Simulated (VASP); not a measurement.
TaSi:

```
Ta Si
1.0
     3.37698    0.00000    0.00000
     0.00000    3.37698    0.00000
     0.00000    0.00000    3.37698
Ta Si
1 1
Cartesian
  1.6885 1.6885 1.6885
  0.0000 0.0000 0.0000
```

The cell was built by a generator and needn't be a form met in nature.

The cell isn't the ideal one: random cell by space group and Wyckoff sites (Pm-3m, No. 221).

| Item | Value |
| --- | --- |
| Program | VASP 6.6.1 |
| Task | relaxation of cell and atoms |
| Functional | PBE |
| Potentials or basis | VASP PAW PBE potentials, release 64 (Ta_pv, Si) |
| Cutoff | 600 eV |
| k mesh | 6 × 6 × 6 |
| Occupations | gaussian, width 0.1 eV |
| Spin | no spin polarisation |

At the start: pressure -24.6 GPa; volume 19.26 Å³/atom.

Q: Where does the relaxation end?

A: Over 5 steps the energy falls by 327.3 meV/atom and the volume is 15.69 Å³/atom (-18.5 %); space group Pm-3m (No. 221, to 0.05 Å).

Step by step:
| step | energy change (eV) | largest force (eV/Å) | pressure (GPa) | volume (Å³) |
| --- | --- | --- | --- | --- |
| 1 | 0.0000 | 0.0000 | -24.58 | 38.51 |
| 2 | 0.7832 | 0.0000 | 79.06 | 24.28 |
| 3 | -0.6506 | 0.0000 | -2.69 | 31.87 |
| 4 | -0.6543 | 0.0000 | -0.69 | 31.51 |
| 5 | -0.6546 | 0.0000 | 0.08 | 31.38 |

Final structure:
```xyz
2
Lattice="3.1543 0.0000 0.0000 0.0000 3.1543 0.0000 0.0000 0.0000 3.1543" Properties=species:S:1:pos:R:3 pbc="T T T"
Ta    1.5771    1.5771    1.5771
Si    0.0000    0.0000    0.0000
```

Caveat: the volume moved by over 15 % at a fixed basis, so the end points are rough.
